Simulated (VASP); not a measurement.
```xyz
2
Lattice="0.0000 3.3200 3.3200 3.3200 0.0000 3.3200 3.3200 3.3200 0.0000" Properties=species:S:1:pos:R:3 pbc="T T T"
Te     3.3200     3.3200     3.3200
Pb     0.0000     0.0000     0.0000
```

Calculation: PBE GGA with D3 dispersion (zero damping), VASP's PBE PAW potentials (set 64) (plane waves; VASP). Settings: 520 eV cut-off, 7×7×7 Γ-centred mesh, Gaussian smearing of 0.050 eV, potentials Te Pb_d.

What does the run give for the energy per atom (σ→0), pressure?

```json
{
  "energy per atom (σ→0)": "-4.014 eV/atom",
  "pressure": "-1.31 GPa"
}
```

Total energies compare only between runs with the same potentials, cut-off and functional.

The compound is PbTe in the rock salt structure. This cell is one point of a volume scan, at 1.06 of the reference volume.
